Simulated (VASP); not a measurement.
All values below come from PBE GGA + U (Dudarev), VASP's PBE PAW potentials (set 64) (plane waves; VASP 6.6.1).

VASP ran on this input.

### POSCAR
```
Sc3CuC
1.0
  4.5498600000   0.0000000000   0.0000000000
  0.0000000000   4.5498600000   0.0000000000
  0.0000000000   0.0000000000   4.5498600000
Cu C Sc
1 1 3
Cartesian
  0.0000000000   0.0000000000   0.0000000000
  2.2749300000   2.2749300000   2.2749300000
  0.0000000000   2.2749300000   2.2749300000
  2.2749300000   2.2749300000   0.0000000000
  2.2749300000   0.0000000000   2.2749300000
```

### KPOINTS
```
Automatic mesh
0
Gamma
5 5 5
0 0 0
```

**INCAR**
```
# general
SYSTEM    = Sc3CuC
PREC      = Accurate
ENCUT     = 520
LREAL     = .FALSE.   # projection in real space or not
LASPH     = .TRUE.   # aspherical one-centre terms

# electronic loop
EDIFF     = 1E-6
NELM      = 100   # most electronic steps
ALGO      = Normal
LMAXMIX   = 4

# smearing
ISMEAR    = 0   # Gaussian
SIGMA     = 0.05   # width (eV)

# functional
GGA       = PE   # PBE

# DFT+U
LDAU      = .TRUE.
LDAUTYPE  = 2   # Dudarev
LDAUL     = 2 -1 -1
LDAUU     = 8.0 0 0
LDAUJ     = 0 0 0
LDAUPRINT = 1

# ions
ISIF      = 2

# output
LWAVE     = .FALSE.
LCHARG    = .FALSE.
LORBIT    = 10
```

POTCAR, in this order: Cu C Sc_sv (PBE.64 set). Program: vasp_std.

What VASP printed:

OSZICAR:
```
       N       E                     dE             d eps       ncg     rms          rms(c)
DAV:   1     0.865912436113E+03    0.86591E+03   -0.22350E+04   560   0.203E+03
DAV:   2     0.639399422732E+02   -0.80197E+03   -0.79216E+03   776   0.778E+02
DAV:   3    -0.332638360680E+02   -0.97204E+02   -0.94425E+02   940   0.324E+02
DAV:   4    -0.395563320269E+02   -0.62925E+01   -0.60523E+01   912   0.686E+01
DAV:   5    -0.398041106850E+02   -0.24778E+00   -0.24108E+00   904   0.135E+01    0.176E+01
DAV:   6    -0.305484972013E+02    0.92556E+01   -0.61496E+01   920   0.506E+01    0.541E+00
DAV:   7    -0.304094855360E+02    0.13901E+00   -0.23260E+00   800   0.129E+01    0.297E+00
DAV:   8    -0.303662785682E+02    0.43207E-01   -0.90727E-01   836   0.853E+00    0.128E+00
DAV:   9    -0.303293252233E+02    0.36953E-01   -0.15879E-01   840   0.498E+00    0.499E-01
DAV:  10    -0.303337331317E+02   -0.44079E-02   -0.18544E-01   924   0.211E+00    0.483E-01
DAV:  11    -0.303256899634E+02    0.80432E-02   -0.48541E-02   912   0.117E+00    0.121E-01
DAV:  12    -0.303259363445E+02   -0.24638E-03   -0.60355E-03   904   0.524E-01    0.883E-02
DAV:  13    -0.303258164797E+02    0.11986E-03   -0.51988E-04   824   0.179E-01    0.280E-02
DAV:  14    -0.303258091301E+02    0.73495E-05   -0.18095E-04   844   0.777E-02    0.792E-03
DAV:  15    -0.303258069806E+02    0.21495E-05   -0.14047E-05   760   0.343E-02    0.245E-03
DAV:  16    -0.303258071110E+02   -0.13039E-06   -0.80153E-07   404   0.132E-02
   1 F= -.30325807E+02 E0= -.30321149E+02  d E =-.931529E-02
```

### OUTCAR
```
------------------------ aborting loop because EDIFF is reached ----------------------------------------
  FORCE on cell =-STRESS in cart. coord.  units (eV):
  Direction    XX          YY          ZZ          XY          YZ          ZX
  --------------------------------------------------------------------------------------
  Total       -1.5825493     -1.5825493     -1.5825493      0.0000000      0.0000000      0.0000000
  in kB      -26.9199180    -26.9199180    -26.9199180      0.0000000      0.0000000      0.0000000
  external PRESSURE =     -26.9199180 kB  Pullay stress =       0.0000000 kB
  volume of cell :       94.19
      direct lattice vectors                 reciprocal lattice vectors
     4.549860000  0.000000000  0.000000000     0.219786982  0.000000000  0.000000000
     0.000000000  4.549860000  0.000000000     0.000000000  0.219786982  0.000000000
     0.000000000  0.000000000  4.549860000     0.000000000  0.000000000  0.219786982
 POSITION                                       TOTAL-FORCE (eV/Angst)
 -----------------------------------------------------------------------------------
      0.00000      0.00000      0.00000         0.000000      0.000000      0.000000
      2.27493      2.27493      2.27493         0.000000      0.000000      0.000000
      0.00000      2.27493      2.27493         0.000000      0.000000      0.000000
      2.27493      2.27493      0.00000         0.000000      0.000000      0.000000
      2.27493      0.00000      2.27493         0.000000      0.000000      0.000000
 -----------------------------------------------------------------------------------
    total drift:                                0.000000      0.000000      0.000000
  FREE ENERGIE OF THE ION-ELECTRON SYSTEM (eV)
  ---------------------------------------------------
  free  energy   TOTEN  =       -30.3258071110 eV

  energy  without entropy=      -30.3164918166  energy(sigma->0) =      -30.32114946

 total charge

# of ion       s       p       d       tot
------------------------------------------
    1        0.409   0.213   9.401  10.024
    2        0.883   1.498   0.000   2.380
    3        2.230   6.161   1.015   9.406
    4        2.230   6.161   1.015   9.406
    5        2.230   6.161   1.015   9.406
--------------------------------------------------
tot          7.983  20.194  12.445  40.621
```
(Selected blocks of OUTCAR.)

The structure was generated: Sc3CuC was put into the cubic-perovskite type (Pm-3m), which need not be its known phase. The cell was not relaxed at this level. The run is one of a series of settings (LDAU = .TRUE., LDAUJ = 0 0 0, LDAUL = 2 -1 -1, LDAUTYPE = 2, LDAUU = 8.0 0 0 against the base run), some of them coarse on purpose.
